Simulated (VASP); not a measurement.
Input:

```
InSe
1.0
    2.02334     1.16818     8.60852
   -2.02334     1.16818     8.60852
    0.00000    -2.33636     8.60852
In Se
2 2
Direct
  0.11035   0.11035   0.11035
  0.00183   0.00183   0.00183
  0.61971   0.61971   0.61971
  0.82581   0.82581   0.82581
```

The numbers are results of LDA (Ceperley-Alder, Perdew-Zunger), VASP's LDA PAW potentials (set 64) (plane waves; VASP), not measurements. Run with 300 eV cut-off, 6×6×6 Γ-centred mesh, Gaussian smearing of 0.010 eV, potentials In_d Se.

Unless said otherwise, spin-orbit coupling is left out, though it shifts the bands of the heavy elements here.

Give the energies of bands 13 to 22 at the high-symmetry points, in eV from the valence-band maximum.

| band | Γ | T | H2 | L | S0 | F |
|---|---|---|---|---|---|---|
| 13 | -6.19 | -5.93 | -6.22 | -6.39 | -6.22 | -6.34 |
| 14 | -3.42 | -4.12 | -5.45 | -5.58 | -5.45 | -5.66 |
| 15 | -1.39 | -1.32 | -3.88 | -3.33 | -3.88 | -3.14 |
| 16 | -1.24 | -1.32 | -3.55 | -2.23 | -3.56 | -2.48 |
| 17 | -1.24 | -1.13 | -2.42 | -2.23 | -2.45 | -2.41 |
| 18 | -1.21 | -1.13 | -2.11 | -2.22 | -2.09 | -2.03 |
| 19 | -1.21 | 0.00 | -1.73 | -1.63 | -1.70 | -1.48 |
| 20 | 1.37 | 0.22 | 1.78 | 1.20 | 1.82 | 1.15 |
| 21 | 1.87 | 1.91 | 2.36 | 1.80 | 2.30 | 1.84 |
| 22 | 4.22 | 4.16 | 3.35 | 3.60 | 3.36 | 3.27 |

The gap is direct, 0.22 eV, from the valence maximum at T to the conduction minimum at T.

The structure comes from a computed database's InSe entry (R3m); how it stands against other phases isn't given here. The cell was not relaxed at this level.
